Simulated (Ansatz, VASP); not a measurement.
# Cross-check of Sb (antimonene, 1 layers) between VASP and Ansatz, part 2 of 2

Wanted: the spread between two codes on one cell, functional and k mesh. The cell is taken from a series of runs on this material, whose earlier steps may have relaxed, scaled, displaced or heated it; both programs get it as it stands.

VASP 6.6.1 and Ansatz 0.2.0.

So far: The starting structure; VASP: single point, PBE; Ansatz: single point, PBE; Differences.

## Step 5: VASP: single point, PBE, spin-orbit coupling

Level of this step: PBE, spin-orbit coupling; plane waves and PAW (Sb) (VASP).

A single point gives forces, pressure and levels at one fixed geometry, so differences don't come from the geometry; what else differs is listed under the comparison.

INCAR

```
SYSTEM = Sb
PREC = Accurate
ENCUT = 400
EDIFF = 1E-06
NELM = 200
ISMEAR = -1
SIGMA = 0.05
LREAL = .FALSE.
ALGO = Normal
GGA = PE
LNONCOLLINEAR = .TRUE.
MAGMOM = 0 0 0 0 0 0
NBANDS = 22
GGA_COMPAT = .FALSE.
LASPH = .TRUE.
LSORBIT = .TRUE.
LORBIT = 11
LWAVE = .FALSE.
LCHARG = .FALSE.
ISIF = 2
LDIPOL = .TRUE.
IDIPOL = 3
DIPOL = 0.5 0.5 0.5
LVHAR = .TRUE.
EFERMI = MIDGAP
NELMDL = -8
KPAR = 2
```

POSCAR

```
Sb
1.0
    4.1200000000      0.0000000000      0.0000000000
   -2.0600000000      3.5680246636      0.0000000000
    0.0000000000      0.0000000000     19.6500000000
Sb
2
Direct
    0.6666666666      0.3333333332      0.4584628998
    0.3333333332      0.6666666666      0.5415371002
```

KPOINTS

```
Automatic mesh
0
Gamma
12 12 1
0 0 0
```

Potentials, in the order of the species: Sb (PBE family, release 64).

The run is started by

```sh
> mpirun -np 2 vasp_ncl
```

Numbers of over 12 decimals in the logs are rounded to 6 here.

What it wrote:

```text
[... set-up lines as in an earlier step ...]
 entering main loop
       N       E                     dE             d eps       ncg     rms          rms(c)
DAV:   1     0.506391403345E+02    0.50639E+02   -0.21684E+03   836   0.469E+02
DAV:   2    -0.256200915495E+01   -0.53201E+02   -0.50109E+02  1228   0.967E+01
DAV:   3    -0.813403907601E+01   -0.55720E+01   -0.55358E+01  1148   0.354E+01
DAV:   4    -0.827648092095E+01   -0.14244E+00   -0.14237E+00  1090   0.688E+00
[...]
DAV:  22    -0.823554966819E+01   -0.45000E-05   -0.10326E-07   792   0.949E-04    0.152E-04
DAV:  23    -0.823555163500E+01   -0.19668E-05   -0.70342E-08   840   0.665E-04    0.646E-05
DAV:  24    -0.823555212300E+01   -0.48800E-06   -0.98249E-09   736   0.283E-04
   1 F= -.82355521E+01 E0= -.82355515E+01  d E =-.127093E-05  mag=    -0.0000     0.0000    -0.0000
```

OUTCAR, selected parts (step 5):

```text
  Total        0.1114315      0.1114315      0.1891288      0.0000000      0.0000000     -0.0000000
  in kB        0.6180605      0.6180605      1.0490126      0.0000000      0.0000000     -0.0000000
  external PRESSURE =       0.7617112 kB  Pullay stress =       0.0000000 kB

 POSITION                                       TOTAL-FORCE (eV/Angst)
 -----------------------------------------------------------------------------------
      2.06000      1.18934      9.00880        -0.000000      0.000000     -0.118723
     -0.00000      2.37868     10.64120         0.000000     -0.000000      0.118723
 -----------------------------------------------------------------------------------
    total drift:                                0.000000      0.000000     -0.000000

  FREE ENERGIE OF THE ION-ELECTRON SYSTEM (eV)
  ---------------------------------------------------
  free  energy   TOTEN  =        -8.2355521230 eV

  energy  without entropy=       -8.2355508521  energy(sigma->0) =       -8.23555149

 magnetization (x)
# of ion       s       p       d       tot
------------------------------------------
    1        0.000  -0.000   0.000  -0.000
    2        0.000  -0.000   0.000  -0.000
--------------------------------------------------
tot          0.000  -0.000   0.000  -0.000

 magnetization (y)
# of ion       s       p       d       tot
------------------------------------------
    1        0.000  -0.000   0.000  -0.000
    2       -0.000  -0.000   0.000  -0.000
--------------------------------------------------
tot          0.000  -0.000   0.000  -0.000

 magnetization (z)
# of ion       s       p       d       tot
------------------------------------------
    1        0.000   0.000   0.000   0.000
    2        0.000   0.000   0.000   0.000
--------------------------------------------------
tot          0.000   0.000   0.000   0.000

[... 1 part as in an earlier step ...]

[... 2 further parts left out ...]
[key lines of the parts left out:]
E-fermi :  -1.7526
```

## Step 6: Ansatz: single point, PBE, spin-orbit coupling

The same cell, functional, mesh and smearing now go to Ansatz, which takes its cutoff from its data sets.

The cell is taken from a series of runs on this material, whose earlier steps may have relaxed, scaled, displaced or heated it; both programs get it as it stands.

input.yaml

```yaml
crystal:
  lattice:
    - [4.12, 0.0, 0.0]
    - [-2.06, 3.5680246636, 0.0]
    - [0.0, 0.0, 19.65]
  atoms:
    - { symbol: Sb, position: [0.6666666667, 0.3333333333, 0.4584628998] }
    - { symbol: Sb, position: [0.3333333333, 0.6666666667, 0.5415371002] }
hamiltonian:
  xc: pbe
  pseudopotentials: { kind: paw_fr }
magnetization:
  noncollinear: true
  spin_orbit: true
scf:
  occupations: { method: fermi_dirac, width: 0.05 }
  convergence: { dr2_threshold: 1.0e-08 }
efield:
  axis: 3
  dipole_correction: true
  ramp_position: 0.97
  ramp_width: 0.06
output:
  fatbands: true
  write_potential: true
  write_density: true
  volumetric_format: npy
kpoints:
  mp_grid: { grid: [12, 12, 1] }
  band_path: { path: [[0, 0, 0], [0.1704, 0, 0]], npoints: 30 }
```

The run is started by

```sh
> ansatz run input.yaml --threads 2 --pin off --max-ram 3072MiB --backend cpu --events-out ev --progress --plain --runs-dir out
```

What it wrote:

```text
[...]
non-collinear run that drives no moment, with spin-orbit: no starting moment large enough to seed its density (crystal.atoms[].spin), no starting occupations that ask for one, no magnetisation constraint and no magnetic field, so the semilocal B_xc is pinned to zero
Crystal: 2 atoms, lattice volume = 288.860 Å³
[...]
k-point 1: bands = [... 26 lower, -2.3202, -2.3202, -1.9255, -1.9255, 0.1252, 0.1252, 0.8056, 0.8056, ... 4 higher]
  k-point 2: bands = [... 26 lower, -2.5822, -2.5822, -2.1781, -2.1781, -0.1139, -0.1139, 1.3168, 1.3168, ... 4 higher]
  k-point 18: bands = [... 26 lower, -3.7480, -3.7480, -3.5688, -3.5688, -0.3350, -0.3350, 1.6604, 1.6604, ... 4 higher]
[key lines of the parts left out:]
SCF converged after 10 iterations
Magnetization: |M| = 0.0000 μB,  M = (+0.0000, +0.0000, +0.0000) μB
Free energy (F): -12973.648396 eV
Fermi energy:    -1.135539 eV
Dipole field:    D = 0.000006 V/Å  (p = 0.000009 e·Å, saw-weighted, corrected)
Work function:   Φ+ = 4.1060 eV   Φ− = 4.1061 eV
```

## Step 7: Comparison

What differs besides the data sets and the points named for the pairs above, as far as they apply: spin-orbit coupling enters by fully relativistic files in Ansatz and inside the spheres in VASP; the data sets hold 30 valence electrons in Ansatz (on its fully relativistic PAW (standard-fr) files) and 10 in VASP. Total energies have different zeros and are not compared.

Compared:

| quantity | Ansatz | VASP | difference |
| --- | --- | --- | --- |
| gap on the k mesh (eV) | 1.040 | 1.050 | -0.010 |

A gap on the mesh is an upper bound, since the band edges may lie between its points. With vacuum in the cell, a pressure given here is an average over mostly empty space and none of the material.

## Step 8: What came out

| Property | Result |
| --- | --- |
| difference in gap on the k mesh (single point, PBE) | -0.0057 eV |
| difference in gap on the k mesh (single point, PBE, spin-orbit coupling) | -0.0096 eV |

What this shows: The difference in gap on the k mesh is -0.0096 eV (single point, PBE, spin-orbit coupling), within the 0.08 eV picked in this series as the mark of a large difference. The data sets hold unlike numbers of valence electrons (30 in Ansatz and 10 in VASP), so part of the differences comes from the potentials. 1 further run of this series is not shown here. How closely two codes agree says nothing of how well the functional describes the real material.

[Lines on the potential files, build, host, timing and source positions are cut from VASP's logs without a mark.]

[Logs are printed without paths, hosts, clocks, repeated set-up lines and the standing remarks that a program may print on its own settings, such as how far it seeks lower states.]

[Hosts, paths, dates, database ids (printed as entryN), source tags and the programs' standing remarks are cut or masked in the printed files.]
